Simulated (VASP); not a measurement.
A run of VASP 6.6.1:

File INCAR:

```
PREC = Accurate
ENCUT = 450
EDIFF = 1E-5
ISMEAR = 0
SIGMA = 0.03
LREAL = Auto
LASPH = True
NELM = 120
ALGO = Normal
ISIF = 2
LWAVE = False
LCHARG = False
ISPIN = 2
MAGMOM = 3 0 0 0 0 0 0 0 0 0 0 0 0 0 0 0 0 0 0 0 0 0 0 0
LORBIT = 11
NUPDOWN = 3
LMAXMIX = 4
LDAU = True
LDAUTYPE = 2
LDAUL = 2 -1
LDAUU = 6 0
LDAUJ = 0 0
LDAUPRINT = 1
GGA = PS
ISYM = 0
KPAR = 4
```

KPOINTS

```
Automatic mesh
0
Gamma
  3 4 4
```

File POSCAR:

```
CoC23                                   
1.0
    0.0000000000      5.3503200000      5.3503200000
    3.5668800000      0.0000000000      3.5668800000
    3.5668800000      3.5668800000      0.0000000000
  Co              C             
     1    23
Direct
     0.9897790687970984    0.0002262355204338    0.0028283519876540
     0.0023087193077164    0.9994061747096854    0.4951814097216593
     0.0015628339642882    0.4985853608339882    0.9959304025157778
     0.0030470479817568    0.4977302938679114    0.4959215257400086
     0.3327528195532514    0.0023690522984431    0.9992050412575165
     0.3399901679965881    0.9978462624411727    0.4891193875081055
     0.3403998141089334    0.4901344837880138    0.9955328473426540
     0.3336739335996763    0.5001041683297187    0.4971461881509331
     0.6674160025294527    0.9987911097560690    0.9949976593345838
     0.6609801912353788    0.0026178623403863    0.5028833236474953
     0.6597354704697773    0.5081007921861042    0.9989092034044380
     0.6686904815654934    0.4993505180393671    0.4956856024276675
     0.0952037163413296    0.1363753721477655    0.1330809172419172
     0.1000358337664381    0.1328799788531958    0.5796085474547144
     0.1010161958098771    0.5779866891511815    0.1315819162319427
     0.0857941330662599    0.6237989597820983    0.6208508804503973
     0.4270028938523644    0.1166903874563886    0.1144562174018252
     0.4133065935595974    0.1250516983774531    0.6282049070876524
     0.4129343098296634    0.6315537374640354    0.1219388724168902
     0.4193911038249875    0.6226679839557659    0.6201841879619789
     0.7076460350565619    0.1495315726820508    0.1438461047586589
     0.7518735591907760    0.1256047826236182    0.6204752431475383
     0.7513985767339300    0.6246551299728283    0.1220458142295441
     0.7497774978588198    0.6255663934223183    0.6215034485784399
```

Potentials or basis: VASP PAW PBE potentials, release 64 (Co, C).

Launch:

```console
$ cat potpaw_PBE.64/Co/POTCAR potpaw_PBE.64/C/POTCAR > POTCAR
$ mpirun -np 4 vasp_std > vasp.out
```

Hardware: 4 MPI ranks on Intel(R) Xeon(R) Platinum 8488C (Sapphire Rapids), with other jobs on the host.

**Question.** Estimate the wall time of this run.

**Answer.** Run time: 5.8 min on 4 MPI ranks on Intel(R) Xeon(R) Platinum 8488C (Sapphire Rapids), on a shared host, peak memory 0.45 GiB a rank. Counts: scf iterations 30, k points 26.
